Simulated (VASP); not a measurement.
```yaml
crystal:
  lattice:
    - [2.86997, 0.00000, 0.00000]
    - [0.00000, 2.86997, 0.00000]
    - [0.00000, 0.00000, 2.86997]
  atoms:
    - { symbol: Co, position: [0.00000, 0.00000, 0.00000], spin: 3.0 }
    - { symbol: Ge, position: [0.50000, 0.50000, 0.50000] }
```

The numbers are results of PBE GGA, VASP's PBE PAW potentials (set 64) (plane waves; VASP), not measurements. Run with 400 eV cut-off, 8×8×8 Γ-centred mesh, first-order Methfessel-Paxton smearing of 0.10 eV, potentials Co Ge_d.

Problem. Give the stress tensor in GPa (positive for a compressed cell).

Solution. 
```
10.71   0.00   0.00
 0.00  10.71   0.00
 0.00   0.00  10.71
```
The pressure is its mean diagonal, 10.71 GPa.

The structure was generated: CoGe was put into the CsCl type (Pm-3m), which need not be its known phase. The cell was not relaxed at this level. The run is one of a series of settings (KPOINTS 8×8×8 Γ-centred mesh against the base run), some of them coarse on purpose.
